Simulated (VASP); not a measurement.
These are PBE GGA, VASP's PBE PAW potentials (set 64) (plane waves; VASP) values and carry that method's errors.

A VASP calculation is set up with these files.

### INCAR
```
SYSTEM = CsPbBr3
NELM = 100   # most electronic steps
EDIFF = 1E-6
ENCUT = 500
ALGO = Normal   # blocked Davidson
LMAXMIX = 4
LCHARG = .False.
EDIFFG = -0.02   # ionic stop
ISIF = 3   # ions, shape and volume
PSTRESS = 450   # kbar
LWAVE = .False.
LASPH = .True.
LREAL = .False.
ISMEAR = 1
PREC = Accurate
GGA = PE   # PBE
SIGMA = 0.1
IBRION = 2   # conjugate gradients
NSW = 40   # most ionic steps
```

File KPOINTS:
```
Automatic mesh
0
Gamma
6 6 6
0 0 0
```

**POSCAR**
```
CsPbBr3
1.0
  4.9092251808   0.0000000000   0.0000000000
  0.0000000000   4.9092251808   0.0000000000
  0.0000000000   0.0000000000   4.9092251808
Cs Pb Br
1 1 3
Direct
  0.0000000000   0.0000000000   0.0000000000
  0.5000000000   0.5000000000   0.5000000000
  0.5000000000   0.0000000000   0.5000000000
  0.0000000000   0.5000000000   0.5000000000
  0.5000000000   0.5000000000   0.0000000000
```

POTCAR, in this order: Cs_sv Pb_d Br (PBE.64 set). Program: vasp_std.

The resulting files:

### OSZICAR
```
       N       E                     dE             d eps       ncg     rms          rms(c)
DAV:   1     0.452791181624E+03    0.45279E+03   -0.20353E+04  1040   0.164E+03
DAV:   2     0.471287319416E+02   -0.40566E+03   -0.39547E+03  1186   0.394E+02
DAV:   3    -0.605665547343E+01   -0.53185E+02   -0.50796E+02  1306   0.141E+02
DAV:   4    -0.822446962317E+01   -0.21678E+01   -0.21530E+01  1284   0.293E+01
DAV:   5    -0.828408676358E+01   -0.59617E-01   -0.59391E-01  1408   0.500E+00    0.170E+01
DAV:   6    -0.803828697234E+01    0.24580E+00   -0.39392E-01  1426   0.555E+00    0.100E+01
DAV:   7    -0.800922259493E+01    0.29064E-01   -0.48202E-01  1650   0.465E+00    0.862E-01
DAV:   8    -0.800315823908E+01    0.60644E-02   -0.82905E-02  1562   0.274E+00    0.336E-01
DAV:   9    -0.800348114662E+01   -0.32291E-03   -0.46438E-03  1566   0.765E-01    0.674E-02
DAV:  10    -0.800357011512E+01   -0.88969E-04   -0.24787E-04  1296   0.105E-01    0.348E-02
DAV:  11    -0.800358745014E+01   -0.17335E-04   -0.81235E-05  1540   0.969E-02    0.210E-02
DAV:  12    -0.800358602617E+01    0.14240E-05   -0.10488E-05  1270   0.220E-02    0.124E-02
DAV:  13    -0.800358593606E+01    0.90117E-07   -0.15806E-06   982   0.129E-02
   1 F= 0.25227214E+02 E0= 0.25227806E+02  d E =0.252272E+02
```

OUTCAR:
```
------------------------ aborting loop because EDIFF is reached ----------------------------------------
  FORCE on cell =-STRESS in cart. coord.  units (eV):
  Direction    XX          YY          ZZ          XY          YZ          ZX
  --------------------------------------------------------------------------------------
  Total       33.2283159     33.2283159     33.2283159     -0.0000000     -0.0000000      0.0000000
  in kB      449.9663665    449.9663665    449.9663665     -0.0000000     -0.0000000      0.0000000
  external PRESSURE =      -0.0336335 kB  Pullay stress =     450.0000000 kB
  volume of cell :      118.31
      direct lattice vectors                 reciprocal lattice vectors
     4.909225181  0.000000000  0.000000000     0.203698132  0.000000000  0.000000000
     0.000000000  4.909225181  0.000000000     0.000000000  0.203698132  0.000000000
     0.000000000  0.000000000  4.909225181     0.000000000  0.000000000  0.203698132
 POSITION                                       TOTAL-FORCE (eV/Angst)
 -----------------------------------------------------------------------------------
      0.00000      0.00000      0.00000         0.000000      0.000000      0.000000
      2.45461      2.45461      2.45461         0.000000      0.000000      0.000000
      2.45461      0.00000      2.45461         0.000000      0.000000      0.000000
      0.00000      2.45461      2.45461         0.000000      0.000000      0.000000
      2.45461      2.45461      0.00000         0.000000      0.000000      0.000000
 -----------------------------------------------------------------------------------
    total drift:                                0.000000      0.000000      0.000000
  FREE ENERGIE OF THE ION-ELECTRON SYSTEM (eV)
  ---------------------------------------------------
  free  energy   TOTEN  =        -8.0035859361 eV

  energy  without entropy=       -8.0018094447  energy(sigma->0) =       -8.00299377
  enthalpy is  TOTEN    =        25.2272136246 eV   P V=       33.2307995607

 reached required accuracy - stopping structural energy minimisation
```
(Selected blocks of OUTCAR.)

The compound is CsPbBr3 in the cubic perovskite structure, the ideal cubic form; the compound distorts at low or room temperature. It was relaxed first under an external pressure of 45 GPa.
